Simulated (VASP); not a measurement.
Calculation: LDA (Ceperley-Alder, Perdew-Zunger), VASP's LDA PAW potentials (set 64) (plane waves; VASP).

VASP input:

**KPOINTS**
```
kpoints
0
gamma
  16 16 16
```

POSCAR:
```
Cu
1.0
  0.0000000000   1.7598331984   1.7598331984
  1.7598331984   0.0000000000   1.7598331984
  1.7598331984   1.7598331984   0.0000000000
Cu
1
direct
  0.0000000000   0.0000000000   0.0000000000
```

### INCAR
```
SYSTEM = Cu
PREC = Accurate; ENCUT = 530; LREAL = .FALSE.
LASPH = .TRUE.
EDIFF = 1E-7; NELM = 100; ALGO = Normal
LMAXMIX = 4
ISMEAR = 1; SIGMA = 0.1
IBRION = 6; NSW = 1; ISIF = 3
POTIM = 0.015; NFREE = 2
LWAVE = .FALSE.; LCHARG = .FALSE.
```

POTCAR, in this order: Cu (LDA.64 set). Program: vasp_std.

Output

File OSZICAR:
```
...
DAV:   5    -0.470631435577E+01    0.60320E-04   -0.53811E-04  7246   0.530E-01    0.174E-02
DAV:   6    -0.470631428071E+01    0.75057E-07   -0.85423E-06  8671   0.779E-02    0.110E-03
DAV:   7    -0.470631457280E+01   -0.29209E-06   -0.13245E-07  4719   0.878E-03    0.516E-04
DAV:   8    -0.470631467909E+01   -0.10629E-06   -0.18429E-08  3561   0.366E-03    0.507E-05
DAV:   9    -0.470631468137E+01   -0.22719E-08   -0.38655E-09  3336   0.130E-03
   6 F= -.47063147E+01 E0= -.47062786E+01  d E =-.108348E-03
       N       E                     dE             d eps       ncg     rms          rms(c)
DAV:   1    -0.495410705605E+01   -0.24779E+00   -0.46859E+00  6836   0.533E+01    0.409E+00
DAV:   2    -0.478927148805E+01    0.16484E+00   -0.32164E+00  6680   0.432E+01    0.169E+00
DAV:   3    -0.471675883156E+01    0.72513E-01   -0.49382E-01  6690   0.173E+01    0.786E-01
DAV:   4    -0.470463146606E+01    0.12127E-01   -0.12007E-02  8547   0.303E+00    0.739E-02
DAV:   5    -0.470460307373E+01    0.28392E-04   -0.82047E-04  7093   0.663E-01    0.262E-02
DAV:   6    -0.470460371749E+01   -0.64376E-06   -0.39532E-05  7085   0.165E-01    0.167E-03
DAV:   7    -0.470460367986E+01    0.37630E-07   -0.21481E-07  6358   0.139E-02
   7 F= -.47046037E+01 E0= -.47045649E+01  d E =-.116237E-03
       N       E                     dE             d eps       ncg     rms          rms(c)
DAV:   1    -0.477911632994E+01   -0.74513E-01   -0.16802E+00 22400   0.305E+01    0.209E+00
DAV:   2    -0.472841542044E+01    0.50701E-01   -0.73639E-01 21496   0.206E+01    0.863E-01
DAV:   3    -0.471118661508E+01    0.17229E-01   -0.11677E-01 21192   0.846E+00    0.477E-01
DAV:   4    -0.470656527025E+01    0.46213E-02   -0.68734E-03 27426   0.223E+00    0.275E-02
DAV:   5    -0.470657245664E+01   -0.71864E-05   -0.97495E-05 21779   0.181E-01    0.169E-02
DAV:   6    -0.470657274628E+01   -0.28965E-06   -0.50631E-06 24782   0.487E-02    0.130E-03
DAV:   7    -0.470657274436E+01    0.19213E-08   -0.61974E-08 14458   0.823E-03
   8 F= -.47065727E+01 E0= -.47065820E+01  d E =0.278591E-04
       N       E                     dE             d eps       ncg     rms          rms(c)
DAV:   1    -0.474527137673E+01   -0.38699E-01   -0.62748E-01 23651   0.105E+01    0.127E+00
DAV:   2    -0.471876222956E+01    0.26509E-01   -0.11627E-02 25609   0.308E+00    0.726E-01
DAV:   3    -0.470655079828E+01    0.12211E-01   -0.16390E-02 26032   0.369E+00    0.465E-02
DAV:   4    -0.470657178984E+01   -0.20992E-04   -0.40723E-04 21630   0.349E-01    0.313E-02
DAV:   5    -0.470657283034E+01   -0.10405E-05   -0.12486E-05 21948   0.114E-01    0.100E-02
DAV:   6    -0.470657269455E+01    0.13579E-06   -0.13900E-06 22530   0.237E-02    0.538E-04
DAV:   7    -0.470657267181E+01    0.22739E-07   -0.24374E-08 12186   0.602E-03
   9 F= -.47065727E+01 E0= -.47065820E+01  d E =0.278718E-04
       N       E                     dE             d eps       ncg     rms          rms(c)
DAV:   1    -0.470211505758E+01    0.44576E-02   -0.58469E-01 23247   0.103E+01    0.848E-01
DAV:   2    -0.469866100321E+01    0.34541E-02   -0.67867E-03 26322   0.219E+00    0.504E-01
DAV:   3    -0.470471425155E+01   -0.60532E-02   -0.87965E-03 27099   0.275E+00    0.780E-02
DAV:   4    -0.470556179161E+01   -0.84754E-03   -0.83561E-04 23613   0.639E-01    0.308E-02
DAV:   5    -0.470647121485E+01   -0.90942E-03   -0.45979E-05 22607   0.215E-01    0.404E-03
DAV:   6    -0.470657248869E+01   -0.10127E-03   -0.20344E-06 26377   0.341E-02    0.106E-03
DAV:   7    -0.470657251970E+01   -0.31014E-07   -0.44042E-08 13331   0.825E-03
  10 F= -.47065725E+01 E0= -.47065818E+01  d E =0.278802E-04
       N       E                     dE             d eps       ncg     rms          rms(c)
DAV:   1    -0.474527162578E+01   -0.38699E-01   -0.64152E-01 24316   0.108E+01    0.127E+00
DAV:   2    -0.471876680839E+01    0.26505E-01   -0.11517E-02 25432   0.309E+00    0.726E-01
DAV:   3    -0.470655194577E+01    0.12215E-01   -0.16431E-02 26060   0.370E+00    0.471E-02
DAV:   4    -0.470657183212E+01   -0.19886E-04   -0.41346E-04 21821   0.354E-01    0.315E-02
DAV:   5    -0.470657289142E+01   -0.10593E-05   -0.12336E-05 21821   0.115E-01    0.100E-02
DAV:   6    -0.470657270255E+01    0.18887E-06   -0.13905E-06 23271   0.240E-02    0.533E-04
DAV:   7    -0.470657268034E+01    0.22216E-07   -0.24082E-08 12033   0.603E-03
  11 F= -.47065727E+01 E0= -.47065820E+01  d E =0.278719E-04
       N       E                     dE             d eps       ncg     rms          rms(c)
DAV:   1    -0.472659755930E+01   -0.20025E-01   -0.55287E-01 25025   0.103E+01    0.841E-01
DAV:   2    -0.471408448382E+01    0.12513E-01   -0.51628E-03 26151   0.210E+00    0.502E-01
DAV:   3    -0.470664577628E+01    0.74387E-02   -0.80064E-03 25447   0.285E+00    0.377E-02
DAV:   4    -0.470661496679E+01    0.30809E-04   -0.23114E-04 21798   0.256E-01    0.210E-02
DAV:   5    -0.470657539850E+01    0.39568E-04   -0.30383E-05 24968   0.138E-01    0.372E-03
DAV:   6    -0.470657204987E+01    0.33486E-05   -0.16197E-06 27942   0.343E-02    0.124E-03
DAV:   7    -0.470657268004E+01   -0.63017E-06   -0.28511E-08 12548   0.466E-03    0.112E-04
DAV:   8    -0.470657273036E+01   -0.50323E-07   -0.40032E-09 10427   0.144E-03
  12 F= -.47065727E+01 E0= -.47065820E+01  d E =0.278759E-04
       N       E                     dE             d eps       ncg     rms          rms(c)
DAV:   1    -0.474526509950E+01   -0.38692E-01   -0.64225E-01 24665   0.108E+01    0.127E+00
DAV:   2    -0.471876717256E+01    0.26498E-01   -0.11520E-02 25235   0.308E+00    0.726E-01
DAV:   3    -0.470654993971E+01    0.12217E-01   -0.16437E-02 26112   0.370E+00    0.458E-02
DAV:   4    -0.470657187200E+01   -0.21932E-04   -0.39927E-04 21707   0.343E-01    0.311E-02
DAV:   5    -0.470657289481E+01   -0.10228E-05   -0.12942E-05 21802   0.115E-01    0.101E-02
DAV:   6    -0.470657270128E+01    0.19353E-06   -0.15424E-06 23150   0.257E-02    0.558E-04
DAV:   7    -0.470657268011E+01    0.21175E-07   -0.24924E-08 12117   0.584E-03
  13 F= -.47065727E+01 E0= -.47065820E+01  d E =0.278717E-04
       N       E                     dE             d eps       ncg     rms          rms(c)
DAV:   1    -0.470203020383E+01    0.45425E-02   -0.15395E+00  2941   0.131E+01    0.569E-01
DAV:   2    -0.470247362821E+01   -0.44342E-03   -0.15284E-02  3700   0.210E+00    0.351E-01
DAV:   3    -0.470722538131E+01   -0.47518E-02   -0.57221E-03  3517   0.202E+00    0.137E-02
DAV:   4    -0.470729322717E+01   -0.67846E-04   -0.10667E-04  2924   0.156E-01    0.927E-03
DAV:   5    -0.470733638796E+01   -0.43161E-04   -0.39527E-06  3303   0.429E-02    0.221E-03
DAV:   6    -0.470734087757E+01   -0.44896E-05   -0.60250E-07  2533   0.187E-02    0.114E-04
DAV:   7    -0.470734112754E+01   -0.24998E-06   -0.62960E-09  1613   0.954E-04    0.404E-05
DAV:   8    -0.470734125894E+01   -0.13139E-06   -0.31668E-10  1401   0.315E-04    0.217E-06
DAV:   9    -0.470734125781E+01    0.11260E-08   -0.58918E-11  1374   0.117E-04
  14 F= -.47073413E+01 E0= -.47073588E+01  d E =0.525871E-04
       N       E                     dE             d eps       ncg     rms          rms(c)
DAV:   1    -0.470456214187E+01    0.27791E-02   -0.50117E+00  2762   0.227E+01    0.168E-01
DAV:   2    -0.470800703142E+01   -0.34449E-02   -0.42200E-02  2788   0.289E+00    0.111E-01
DAV:   3    -0.470759768442E+01    0.40935E-03   -0.15348E-03  3506   0.786E-01    0.683E-02
DAV:   4    -0.470734841239E+01    0.24927E-03   -0.48431E-04  3003   0.247E-01    0.205E-02
DAV:   5    -0.470734114639E+01    0.72660E-05   -0.80063E-05  2958   0.212E-01    0.381E-03
DAV:   6    -0.470734122240E+01   -0.76003E-07   -0.16801E-06  3554   0.298E-02    0.324E-04
DAV:   7    -0.470734125497E+01   -0.32571E-07   -0.41949E-09  1601   0.121E-03
  15 F= -.47073413E+01 E0= -.47073588E+01  d E =0.525862E-04
```

OUTCAR:
```
------------------------ aborting loop because EDIFF is reached ----------------------------------------
  FORCE on cell =-STRESS in cart. coord.  units (eV):
  Direction    XX          YY          ZZ          XY          YZ          ZX
  --------------------------------------------------------------------------------------
  Total        0.0568652      0.0568652      0.0568652      0.0000000      0.0000000     -0.0000000
  in kB        8.3582043      8.3582043      8.3582043      0.0000000      0.0000000     -0.0000000
  external PRESSURE =       8.3582043 kB  Pullay stress =       0.0000000 kB
  volume of cell :       10.90
      direct lattice vectors                 reciprocal lattice vectors
     0.000000000  1.759833198  1.759833198    -0.284117836  0.284117836  0.284117836
     1.759833198  0.000000000  1.759833198     0.284117836 -0.284117836  0.284117836
     1.759833198  1.759833198  0.000000000     0.284117836  0.284117836 -0.284117836
 POSITION                                       TOTAL-FORCE (eV/Angst)
 -----------------------------------------------------------------------------------
     -0.01500      0.00000      0.00000         0.000000      0.000000      0.000000
 -----------------------------------------------------------------------------------
    total drift:                                0.000083     -0.000000     -0.000000
  FREE ENERGIE OF THE ION-ELECTRON SYSTEM (eV)
  ---------------------------------------------------
  free  energy   TOTEN  =        -4.7073412550 eV

  energy  without entropy=       -4.7073938412  energy(sigma->0) =       -4.70735878

   1 f  =    0.000000 THz     0.000000 2PiTHz    0.000000 cm-1     0.000000 meV
             X         Y         Z           dx          dy          dz
      0.000000  0.000000  0.000000     0.894427    0.447214    0.000000

   2 f  =    0.000000 THz     0.000000 2PiTHz    0.000000 cm-1     0.000000 meV
             X         Y         Z           dx          dy          dz
      0.000000  0.000000  0.000000     0.447214   -0.894427    0.000000

   3 f  =    0.000000 THz     0.000000 2PiTHz    0.000000 cm-1     0.000000 meV
             X         Y         Z           dx          dy          dz
      0.000000  0.000000  0.000000     0.000000    0.000000    1.000000

 ELASTIC MODULI CONTR FROM IONIC RELAXATION (kBar)
 Direction    XX          YY          ZZ          XY          YZ          ZX
 --------------------------------------------------------------------------------
 XX           0.0000      0.0000      0.0000      0.0000      0.0000      0.0000
 YY           0.0000      0.0000      0.0000      0.0000      0.0000      0.0000
 ZZ           0.0000      0.0000      0.0000      0.0000      0.0000      0.0000
 XY           0.0000      0.0000      0.0000      0.0000      0.0000      0.0000
 YZ           0.0000      0.0000      0.0000      0.0000      0.0000      0.0000
 ZX           0.0000      0.0000      0.0000      0.0000      0.0000      0.0000
 --------------------------------------------------------------------------------

 TOTAL ELASTIC MODULI (kBar)
 Direction    XX          YY          ZZ          XY          YZ          ZX
 --------------------------------------------------------------------------------
 XX        2384.7080   1634.2140   1634.2140     -0.0000      0.0000      0.0000
 YY        1634.2140   2384.7080   1634.2140     -0.0000      0.0000      0.0000
 ZZ        1634.2140   1634.2140   2384.7080      0.0000     -0.0000      0.0000
 XY          -0.0000     -0.0000      0.0000   1008.9855      0.0000      0.0000
 YZ           0.0000      0.0000     -0.0000      0.0000   1008.9855      0.0000
 ZX           0.0000      0.0000      0.0000      0.0000      0.0000   1008.9855
 --------------------------------------------------------------------------------
```
(Selected blocks of OUTCAR.)

Finite-difference elastic constants of metals are sensitive to mesh and smearing; shear constants can be off by tens of GPa.

The compound is Cu in the fcc structure. It was relaxed first, which changed the volume by -7 %.
